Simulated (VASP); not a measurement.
# A VASP study of TePd (LDA): structure first, properties next

Aim: relax TePd with LDA, compute its properties on that cell and hold them against experiment. The steps: relaxing cell and atoms (LDA), second relaxation, single point with fields (LDA), band structure (LDA), density of states (LDA), vibrations at Γ (LDA), core-level energies (LDA) and band structure (LDA + SOC). The start is a cell from a database of measured crystal structures.

Program: VASP 6.6.1. Level of theory: LDA; plane waves and PAW (Te, Pd), in the first sound run; inputs show where later runs differ. Results are calculated unless marked as measured.

**Measured values to reproduce.**

For PdTe, NiAs-type hexagonal (crushed melt-grown single crystals), “Evidence for unconventional superconductivity and nontrivial topology in PdTe” (2023, pmc:10133450) gives, by powder X-ray diffraction: lattice constant a (a = b) 4.152 ± 0.002 Å; lattice constant c 5.671 ± 0.002 Å.

This is a report of a sequence of runs, with most program output left out.

## (1) The starting structure

Before any relaxation, the start is as follows. Symmetry: P6_3/mmc, No. 194, hexagonal system. The conventional cell has a = 4.152 Å, b = 4.152 Å, c = 5.672 Å, α = 90.00°, β = 90.00°, γ = 120.00°. Nearest to Te lie 6 Pd at 2.79 Å. Pd has 6 Te at 2.79 Å and 2 Pd at 2.84 Å nearest. Farther neighbours and most contacts between anions are not listed.

## (2) Relaxing cell and atoms (LDA)

The start need not lie at this functional's minimum. ISIF = 3 frees volume, shape and positions, and EDIFFG sets the threshold on forces and stress at which the search stops. LDA, the lowest rung, knows the local density alone.

Input file INCAR:

```
SYSTEM = TePd
PREC = Accurate
ENCUT = 400
EDIFF = 1E-06
NELM = 100
ISMEAR = 0
SIGMA = 0.05
LREAL = .FALSE.
ALGO = Normal
GGA = CA
NBANDS = 22
LASPH = .TRUE.
LORBIT = 11
LWAVE = .FALSE.
LCHARG = .FALSE.
KPAR = 4
IBRION = 2
NSW = 60
ISIF = 3
EDIFFG = -0.01
```

Input file POSCAR:

```
TePd
1.0
    4.1521000000      0.0000000000      0.0000000000
   -2.0760500000      3.5958240791      0.0000000000
    0.0000000000      0.0000000000      5.6719000000
Te Pd
2 2
Direct
    0.3333333333      0.6666666667      0.2500000000
    0.6666666667      0.3333333333      0.7500000000
    0.0000000000      0.0000000000      0.0000000000
    0.0000000000      0.0000000000      0.5000000000
```

Input file KPOINTS:

```
Automatic mesh
0
Gamma
6 6 4
0 0 0
```

PAW data sets: Te and Pd (LDA family, release 64).

Started as:

```bash
> mpirun -np 4 vasp_std
```

The job ended after 34 s (4 MPI ranks of AMD EPYC 7R32 (Zen 2), shared host; peak memory 0.59 GiB; 2 min of CPU time).

The k-mesh is coarse for a metal. The run keeps the 24 symmetry operations of its start, so it cannot find a distortion of lower symmetry.

Step by step:

```tsv
step	energy less that of the first step (eV)	largest force (eV/Å)	pressure (GPa)	volume (Å³)
1	0.0000	0.0000	-3.68	84.68
2	0.0202	0.0000	5.62	78.86
3	-0.0324	0.0000	0.07	82.04
4	-0.0340	0.0000	0.01	82.05
5	-0.0343	0.0000	-0.01	82.05
6	-0.0344	0.0000	-0.01	82.05
```

```tsv
conventional cell, symmetrised	before	after	change
a (Å)	4.152	4.129	-0.6 %
b (Å)	4.152	4.129	-0.6 %
c (Å)	5.672	5.559	-2.0 %
volume (Å³/atom)	21.17	20.51	-3.1 %
```

Final coordinates:

```cif
data_structure
_symmetry_space_group_name_H-M 'P 1'
_symmetry_Int_Tables_number 1
_cell_length_a 4.1285
_cell_length_b 4.1285
_cell_length_c 5.5586
_cell_angle_alpha 90.000
_cell_angle_beta 90.000
_cell_angle_gamma 120.000
_cell_volume 82.05
loop_
_atom_site_label
_atom_site_type_symbol
_atom_site_fract_x
_atom_site_fract_y
_atom_site_fract_z
_atom_site_occupancy
Te1 Te 0.33333 0.66667 0.25000 1
Te2 Te 0.66667 0.33333 0.75000 1
Pd3 Pd 0.00000 0.00000 0.00000 1
Pd4 Pd 0.00000 0.00000 0.50000 1
```

This step gave:

```
electrons                       : 32
bands                           : 22
irreducible k-points            : 21
symmetry operations             : 24
free energy (TOTEN)             : -22.12 eV
energy at zero smearing         : -22.12 eV
Fermi energy                    : 9.522 eV
pressure                        : -0.01351 GPa
metallic                        : yes
SCF cycles over all ionic steps : 51
```

It ends with forces that vanish by symmetry and a pressure of -0.01 GPa. The volume lies -3.1 % from that of the database's start, which holds the thermal and zero-point expansion of its experiment. LDA is known to overbind.

## (3) Second relaxation

The basis stayed that of the start cell while the cell moved. A rerun from the cell reached resets it; the error of the finite cutoff stays.

INCAR is that of step 2.

Input file POSCAR:

```
TePd
1.0
    4.1285362154      0.0000000000      0.0000000000
   -2.0642681077      3.5754172431      0.0000000000
    0.0000000000      0.0000000000      5.5586431959
Te Pd
2 2
Direct
    0.3333333333      0.6666666667      0.2500000000
    0.6666666667      0.3333333333      0.7500000000
    0.0000000000      0.0000000000      0.0000000000
    0.0000000000      0.0000000000      0.5000000000
```

KPOINTS is that of step 2.

Started as:

```bash
> mpirun -np 4 vasp_std
```

It took 9.2 s on 4 MPI ranks; peak memory 0.53 GiB; 30 s of CPU time.

Little changed from the start: no atom moved by 0.005 Å and no cell edge by 0.1 %.

This step gave:

```
pressure                        : -0.05431 GPa
SCF cycles over all ionic steps : 15
```

It ends with forces that vanish by symmetry and a pressure of -0.05 GPa. The volume moved by under 0.01 %: the run met its threshold at the first step.

## (4) Single point with fields (LDA)

The relaxed cell gets a fresh self-consistent run, on a basis set for its own volume, to fix the density and to check the remaining stress.

Changes to INCAR since step 3:

```diff
@@ -14,7 +14,5 @@
 LWAVE = .FALSE.
-LCHARG = .FALSE.
-KPAR = 4
-IBRION = 2
-NSW = 60
-ISIF = 3
-EDIFFG = -0.01
+LCHARG = .TRUE.
+ISIF = 2
+LELF = .TRUE.
+LVHAR = .TRUE.
```

POSCAR is that of step 3.

KPOINTS is that of step 3.

Started as:

```bash
> mpirun -np 4 vasp_std
```

It took 11 s on 4 MPI ranks; peak memory 0.39 GiB.

This step gave:

| Item | Value |
| --- | --- |
| SCF cycles | 15 |
| bands | 24 |
| pressure | -0.05678 GPa |

Valence electrons inside each PAW sphere by angular momentum. Sphere charges, by row:

```tsv
atom	s (e)	p (e)	d (e)	tot (e)
Te1	1.402	1.855	0.089	3.345
Te2	1.402	1.855	0.089	3.345
Pd3	0.446	0.502	8.63	9.579
Pd4	0.446	0.502	8.63	9.579
```

Electrostatic potential energy in the ac plane at fractional y = 0.000, with atoms of Pd within 0.2 Å of it. With pseudopotentials it is smooth inside the atoms' cores, unlike the true potential.

Values in eV, 18 rows by 14 columns, each cell a mean:
```
-66 -62 -41 -15   0   1   2   2   2   1  -3 -22 -52 -64
-54 -47 -25  -7   0   1   0   0   1   1  -1 -11 -35 -49
-23 -17  -6  -1   0  -1  -2  -3  -2   0   0  -1 -10 -19
 -3  -2   0   1   0  -2  -4  -4  -3  -1   1   1  -1  -2
 -1   0   1   1   0  -2  -4  -4  -3  -2   1   1   0   0
-14 -10  -3   0   0  -1  -3  -3  -2  -1   0   0  -5 -11
-43 -36 -17  -4   0   0  -1  -1   0   0  -1  -6 -25 -39
-64 -59 -37 -13   0   1   1   1   1   1  -3 -19 -48 -61
-67 -66 -45 -19   0   1   2   2   2   1  -4 -26 -56 -66
-66 -62 -41 -15   0   1   2   2   2   1  -3 -22 -52 -64
-54 -47 -25  -7   0   1   0   0   1   1  -1 -11 -35 -49
-23 -17  -5  -1   0  -1  -2  -3  -2   0   0  -1 -10 -19
 -3  -2   0   1   0  -2  -4  -4  -3  -1   1   1  -1  -2
 -1   0   1   1   0  -2  -4  -4  -3  -1   1   1   0   0
-14 -10  -3   0   0  -1  -3  -3  -2  -1   0   0  -5 -11
-43 -36 -17  -4   0   0  -1  -1   0   0   0  -6 -25 -39
-64 -59 -37 -13   0   1   1   1   1   1  -3 -19 -48 -61
-67 -66 -45 -19   0   1   2   2   2   1  -4 -26 -56 -66
```
Columns run along a (4.1 Å; values clipped at the 3rd and 97th percentile), rows up along c (5.6 Å). Atoms in or near the plane, at fractional coordinates: Pd at (0.00, 0.00), Pd at (0.00, 0.50).

ELF in the ac plane at fractional y = 0.000, with atoms of Pd within 0.2 Å of it. It is the smooth field of the valence electrons, not physical close to the nuclei.

Values, 18 rows by 14 columns, each cell a mean:
```
0.00 0.02 0.17 0.27 0.23 0.23 0.23 0.23 0.23 0.23 0.25 0.27 0.10 0.01
0.08 0.13 0.25 0.26 0.26 0.32 0.38 0.39 0.36 0.30 0.25 0.27 0.20 0.11
0.26 0.26 0.24 0.24 0.34 0.46 0.56 0.58 0.53 0.43 0.28 0.23 0.25 0.26
0.23 0.22 0.21 0.26 0.41 0.54 0.64 0.65 0.61 0.51 0.34 0.24 0.21 0.22
0.21 0.21 0.22 0.27 0.42 0.56 0.65 0.67 0.63 0.53 0.35 0.25 0.21 0.21
0.26 0.25 0.23 0.24 0.36 0.49 0.59 0.61 0.57 0.46 0.30 0.23 0.23 0.25
0.16 0.20 0.26 0.25 0.28 0.37 0.46 0.47 0.43 0.35 0.25 0.25 0.24 0.18
0.01 0.04 0.20 0.27 0.24 0.25 0.27 0.27 0.26 0.25 0.25 0.27 0.12 0.03
0.00 0.01 0.14 0.27 0.23 0.21 0.19 0.18 0.20 0.21 0.25 0.26 0.06 0.00
0.00 0.02 0.17 0.27 0.23 0.23 0.23 0.23 0.23 0.23 0.25 0.27 0.10 0.01
0.08 0.13 0.25 0.26 0.26 0.32 0.38 0.39 0.36 0.30 0.25 0.27 0.20 0.11
0.26 0.26 0.24 0.24 0.34 0.46 0.56 0.58 0.53 0.43 0.28 0.23 0.25 0.26
0.23 0.22 0.21 0.26 0.41 0.54 0.64 0.65 0.61 0.51 0.34 0.24 0.21 0.22
0.21 0.21 0.22 0.27 0.42 0.56 0.65 0.67 0.63 0.53 0.35 0.25 0.21 0.21
0.26 0.25 0.23 0.24 0.36 0.49 0.59 0.61 0.57 0.46 0.30 0.23 0.23 0.25
0.16 0.20 0.26 0.25 0.28 0.37 0.46 0.47 0.43 0.35 0.25 0.25 0.24 0.18
0.01 0.04 0.20 0.27 0.24 0.25 0.27 0.27 0.26 0.25 0.25 0.27 0.12 0.03
0.00 0.01 0.14 0.27 0.23 0.21 0.19 0.18 0.20 0.21 0.25 0.26 0.06 0.00
```
Columns run along a (4.1 Å), rows up along c (5.6 Å). Atoms in or near the plane, at fractional coordinates: Pd at (0.00, 0.00), Pd at (0.00, 0.50).

Valence density in the ac plane at fractional y = 0.000, with atoms of Pd within 0.2 Å of it. It is the smooth field of the valence electrons, not physical close to the nuclei.

Ten even steps from '_' (0.1 e/Å³) to '@' (5.8 e/Å³), each cell a mean:
```
%%**::..______________..==**
==--..__________________::--
....______________________..
____________________________
____________________________
____________________________
--::..__________________..::
##++::________________..--**
@@##--..______________..==%%
%%**::..______________..==**
==--..__________________::--
....______________________..
____________________________
____________________________
____________________________
--::..__________________..::
##++::________________..--**
@@##--..______________..==%%
```
Columns run along a (4.1 Å), rows up along c (5.6 Å). Atoms in or near the plane, at fractional coordinates: Pd at (0.00, 0.00), Pd at (0.00, 0.50).

In this run the pressure is -0.06 GPa, small enough to go on.

## (5) Band structure (LDA)

The mesh alone shows little of the dispersion and can miss band extrema, so KPOINTS_OPT adds a path through the symmetry points after the self-consistent cycle.

Input file INCAR:

```
SYSTEM = TePd
PREC = Accurate
ENCUT = 400
EDIFF = 1E-06
NELM = 100
ISMEAR = 0
SIGMA = 0.05
LREAL = .FALSE.
ALGO = Normal
GGA = CA
NBANDS = 30
LASPH = .TRUE.
LORBIT = 11
LWAVE = .FALSE.
LCHARG = .FALSE.
KPAR = 4
```

POSCAR is that of step 4.

KPOINTS is that of step 4.

Input file KPOINTS_OPT:

```
Line mode
16
Line-mode
Reciprocal
  0.00000000   0.00000000   0.00000000 GAMMA
  0.50000000   0.00000000   0.00000000 M

  0.50000000   0.00000000   0.00000000 M
  0.33333333   0.33333333   0.00000000 K

  0.33333333   0.33333333   0.00000000 K
  0.00000000   0.00000000   0.00000000 GAMMA

  0.00000000   0.00000000   0.00000000 GAMMA
  0.00000000   0.00000000   0.50000000 A

  0.00000000   0.00000000   0.50000000 A
  0.50000000   0.00000000   0.50000000 L

  0.50000000   0.00000000   0.50000000 L
  0.33333333   0.33333333   0.50000000 H

  0.33333333   0.33333333   0.50000000 H
  0.00000000   0.00000000   0.50000000 A

  0.50000000   0.00000000   0.50000000 L
  0.50000000   0.00000000   0.00000000 M

  0.33333333   0.33333333   0.00000000 K
  0.33333333   0.33333333   0.50000000 H
```

Started as:

```bash
> mpirun -np 4 vasp_std
```

Wall time 48 s (4 MPI ranks); peak memory 0.66 GiB; 2.8 min of CPU time.

Spin-orbit coupling is off here; with elements this heavy it splits and shifts levels by tenths of an eV or more.

Numbers from this step:

```yaml
bands: 30
pressure: -0.05864 GPa
```

Electronic bands along the path, in eV, zero at the Fermi level; # counts the bands kept:

```tsv
point	#11	#12	#13	#14	#15	#16	#17	#18
Γ	-1.11	-1.11	-0.14	0.60	1.88	1.88	2.24	3.50
0.53 of the way	-2.18	-1.93	-0.76	-0.36	1.07	1.97	3.63	5.26
M	-2.36	-2.24	-2.17	-1.58	0.97	2.40	3.93	4.03
0.53 of the way	-2.24	-2.23	-2.20	-0.97	0.18	0.70	3.49	4.75
K	-2.25	-2.25	-1.17	-1.17	-0.44	-0.44	3.18	5.93
0.53 of the way	-2.19	-1.88	-0.67	0.55	0.71	0.95	4.66	4.81
Γ	-1.11	-1.11	-0.14	0.60	1.88	1.88	2.24	3.50
0.53 of the way	-1.06	-0.80	-0.15	-0.15	1.63	1.63	3.16	4.58
A	-1.86	-1.86	0.93	0.93	0.93	0.93	4.56	4.56
0.53 of the way	-1.66	-1.66	-0.27	-0.27	0.15	0.15	3.93	3.93
L	-2.73	-2.73	-0.44	-0.44	0.53	0.53	3.49	3.49
0.47 of the way	-2.68	-2.68	-1.41	-1.41	1.63	1.63	4.06	4.06
H	-2.39	-2.39	-2.01	-2.01	2.27	2.27	5.45	5.45
0.53 of the way	-1.32	-1.32	-1.20	-1.20	0.68	0.68	4.57	4.57
A	-1.86	-1.86	0.93	0.93	0.93	0.93	4.56	4.56
jump to L	-2.73	-2.73	-0.44	-0.44	0.53	0.53	3.49	3.49
0.53 of the way	-2.46	-2.38	-1.74	-0.96	1.25	1.28	2.78	4.05
M	-2.36	-2.24	-2.17	-1.58	0.97	2.40	3.93	4.03
jump to K	-2.25	-2.25	-1.17	-1.17	-0.44	-0.44	3.18	5.93
0.53 of the way	-2.38	-2.38	-1.78	-1.78	1.02	1.02	4.28	5.98
H	-2.39	-2.39	-2.01	-2.01	2.27	2.27	5.45	5.45
```

Of the projections kept (Te, Pd), the largest for each band there; the rest of the weight can lie on other orbitals:

```tsv
point	#11	#12	#13	#14	#15	#16	#17	#18
Γ	Te 0.80	Te 0.80	Pd 0.93	Te 0.97	Pd 0.56	Pd 0.56	Pd 0.53	Pd 0.60
M	Pd 0.99	Pd 0.99	Pd 1.00	Pd 0.83	Pd 0.74	Te 0.58	Pd 0.73	Pd 0.60
K	Pd 0.99	Pd 0.97	Pd 0.74	Pd 0.74	Pd 0.68	Pd 0.68	Pd 0.86	Te 0.53
Γ	Te 0.80	Te 0.80	Pd 0.93	Te 0.97	Pd 0.56	Pd 0.56	Pd 0.53	Pd 0.60
A	Pd 0.59	Pd 0.59	Pd 0.51	Pd 0.51	Pd 0.51	Pd 0.51	Pd 0.59	Pd 0.59
L	Pd 0.96	Pd 0.96	Pd 0.64	Pd 0.64	Pd 0.58	Pd 0.58	Te 0.51	Te 0.51
```

There is no gap at this level.

## (6) Density of states (LDA)

A density of states needs more k-points than a total energy; ISMEAR = -5 takes tetrahedra, and LORBIT projects the states on the PAW spheres. The mesh is finer than in the run before.

Changes to INCAR since step 5:

```diff
@@ -5,3 +5,3 @@
 NELM = 100
-ISMEAR = 0
+ISMEAR = -5
 SIGMA = 0.05
@@ -16 +16,2 @@
 KPAR = 4
+NEDOS = 2001
```

POSCAR is that of step 5.

Input file KPOINTS:

```
Automatic mesh
0
Gamma
9 9 6
0 0 0
```

Started as:

```bash
> mpirun -np 4 vasp_std
```

Elapsed: 24 s, on 4 MPI ranks; peak memory 0.67 GiB.

With tetrahedra the forces and stress of a metal are not exact derivatives of the energy.

This step gave:

* SCF cycles: 16
* irreducible k-points: 48
* free energy (TOTEN): -22.16 eV
* Fermi energy: 9.646 eV
* pressure: -0.002171 GPa
* DOS at the Fermi level: 1.712 states/eV/cell

The density of states has structure finer than the step of the table below, so its rows give means over 1 eV, whole bins alone (the curve runs from -12.0 to 5.68 eV). Peaks (eV: height): total -4.5: 7.01, -4.1: 7.45, -3.1: 11.9, -2.5: 8.12; Pd d -4.9: 3.75, -4.5: 4.26, -3.1: 10.1, -2.5: 7.08; Te p -6.2: 1.23, -4.9: 1.20, -4.1: 1.17, 1.4: 1.07; Pd p -4.1: 0.419, 4.4: 0.230, 5.4: 0.389, 5.6: 0.381; Pd s -6.3: 0.466, 4.1: 0.709, 4.4: 0.694, 5.4: 0.248.

States under -12.0 eV and over 5.7 eV are left out. The density of states by energy, zero at the Fermi level; means over each step; values in states/eV/cell:

```tsv
energy (eV)	total	Pd d	Te p	Pd p	Pd s	Te s	Te d
-11	0.0771	0.00242	1.6e-4	0.00304	4.7e-4	0.0528	2.9e-5
-10	0	0	0	0	0	0	0
-9	0	0	0	0	0	0	0
-8	0	0	0	0	0	0	0
-7	0.647	0.106	0.156	0.0162	0.122	0.00684	0.00133
-6	3.50	1.10	0.832	0.113	0.253	0.0303	0.00828
-5	4.42	2.38	0.784	0.132	0.127	0.0162	0.0233
-4	5.30	3.18	0.737	0.257	0.0502	0.0260	0.0370
-3	6.69	5.68	0.174	0.0832	0.0756	0.0186	0.0532
-2	3.93	2.90	0.324	0.109	0.0810	0.0580	0.0243
-1	2.70	1.41	0.490	0.137	0.0497	0.105	0.0218
0	1.82	0.670	0.515	0.105	0.0319	0.0616	0.0204
1	2.34	0.780	0.802	0.0867	0.0328	0.0422	0.0309
2	0.515	0.164	0.196	0.0106	0.00498	0.00554	0.00709
3	0.430	0.0339	0.0374	0.0355	0.0882	0.0202	0.0418
4	2.77	0.292	0.302	0.184	0.567	0.0895	0.275
5	1.55	0.123	0.157	0.185	0.220	0.0402	0.199
```

The finer mesh and the other smearing move the Fermi level by +0.12 eV from the 6×6×4 run, one measure of the sampling error in the zero of the bands above. Of the states within 0.3 eV of the Fermi level, the largest shares in the PAW spheres are Pd d 36 %, Te p 29 % and Pd p 6 %. The rest lies in smaller channels or between the spheres.

## (7) Vibrations at Γ (LDA)

Zone-centre modes test whether the atoms sit at a minimum within this cell. IBRION = 8 takes the force constants from linear response, which needs tightly converged orbitals.

Input file INCAR:

```
SYSTEM = TePd
PREC = Accurate
ENCUT = 400
EDIFF = 1E-08
NELM = 100
ISMEAR = 1
SIGMA = 0.2
LREAL = .FALSE.
ALGO = Normal
GGA = CA
NBANDS = 22
LASPH = .TRUE.
LORBIT = 11
LWAVE = .FALSE.
LCHARG = .FALSE.
KPAR = 4
IBRION = 8
ISIF = 2
```

POSCAR is that of step 6.

Input file KPOINTS:

```
Automatic mesh
0
Gamma
11 11 7
0 0 0
```

Started as:

```bash
> mpirun -np 4 vasp_std
```

It took 5.3 min on 4 MPI ranks; peak memory 2.5 GiB.

Energies printed during the response cycles are not total energies of the cell.

This step gave:

```
bands                     : 22
irreducible k-points      : 64
pressure of the cell      : 0.1635 GPa
largest force of the cell : 0 eV/Å
Fermi energy              : 9.608 eV
```

Modes at Γ, with each element's share of the kinetic energy:

```tsv
mode	frequency (cm⁻¹)	symmetry	Te %	Pd %
1	-0.1	acoustic	54	46
2	-0.1	acoustic	54	46
3	-0.1	acoustic	54	46
4	79.1	E2u	0	100
5	79.1	E2u	0	100
6	109.2	E2g	100	0
7	109.2	E2g	100	0
8	119.9	A2u	46	54
9	131.7	Bg	100	0
10	138.7	E1u	46	54
11	138.7	E1u	46	54
12	190.0	Bu	0	100
```

Displacements in mode 4 (79.1 cm⁻¹), the largest set to 1:
```
Te1  0.00  0.00  0.00
Te2  0.00  0.00  0.00
Pd3 -1.00  0.00  0.00
Pd4  1.00  0.00  0.00
```

Displacements in mode 10 (138.7 cm⁻¹), the largest set to 1:
```
Te1  0.84  0.00  0.00
Te2  0.84  0.00  0.00
Pd3 -1.00  0.00  0.00
Pd4 -1.00  0.00  0.00
```

The three acoustic modes lie within 0.1 cm⁻¹ of zero, and all others are real. By the characters of their eigenvectors the optical modes sort into (cm⁻¹) Raman active: E2g 109; infrared active: A2u 120, E1u 139; silent: E2u 79, Bg 132, Bu 190. B labels carry no number here, since it depends on the setting of the axes. With a centre of inversion no mode is active in both.

## (8) Core-level energies (LDA)

Core levels shift with the potential at each site, so they tell like atoms on unlike sites apart.

Input file INCAR:

```
SYSTEM = TePd
PREC = Accurate
ENCUT = 400
EDIFF = 1E-06
NELM = 100
ISMEAR = 0
SIGMA = 0.05
LREAL = .FALSE.
ALGO = Normal
GGA = CA
NBANDS = 22
LASPH = .TRUE.
LORBIT = 11
LWAVE = .FALSE.
LCHARG = .FALSE.
KPAR = 4
ICORELEVEL = 1
```

POSCAR is that of step 7.

Input file KPOINTS:

```
Automatic mesh
0
Gamma
6 6 4
0 0 0
```

Started as:

```bash
> mpirun -np 4 vasp_std
```

It took 9.6 s on 4 MPI ranks; peak memory 0.52 GiB.

These are scalar-relativistic Kohn-Sham levels of the ground state, with no core hole, so they are not binding energies.

Numbers from this step:

```yaml
scf_cycles: 15
irreducible_k_points: 21
free_energy_toten: -22.12 eV
fermi_energy: 9.522 eV
pressure: -0.05431 GPa
```

Kohn-Sham core levels. Core levels, by row:

```tsv
atom	shell	level below the Fermi level (eV)
Te1	1s	31432
Te1	2s	4823
Te1	2p	4336
Te1	3s	956.1
Te1	3p	797.2
Te1	3d	555.3
Te1	4s	159
Te1	4p	109.6
Te1	4d	37.38
Te2	1s	31432
Te2	2s	4823
Te2	2p	4336
Te2	3s	956.1
Te2	3p	797.2
Te2	3d	555.3
Te2	4s	159
Te2	4p	109.6
Te2	4d	37.38
Pd3	1s	24026
Pd3	2s	3512
Pd3	2p	3154
Pd3	3s	632.4
Pd3	3p	514.2
Pd3	3d	325.2
Pd3	4s	84.26
Pd3	4p	50.27
Pd4	1s	24026
Pd4	2s	3512
Pd4	2p	3154
Pd4	3s	632.4
Pd4	3p	514.2
Pd4	3d	325.2
Pd4	4s	84.26
Pd4	4p	50.27
```

Atoms of one element give levels within 0.1 eV of each other.

(Continued in part 2 of 2.)

[Lines on the potential files, build, host, timing and source positions are cut from VASP's logs without a mark.]

[Logs are printed without paths, hosts, clocks, repeated set-up lines and the standing remarks that a program may print on its own settings, such as how far it seeks lower states.]

[Hosts, paths, dates, database ids (printed as entryN), source tags and the programs' standing remarks are cut or masked in the printed files.]

[A measured line is paired with the nearest computed mode of its activity, which favours agreement.]
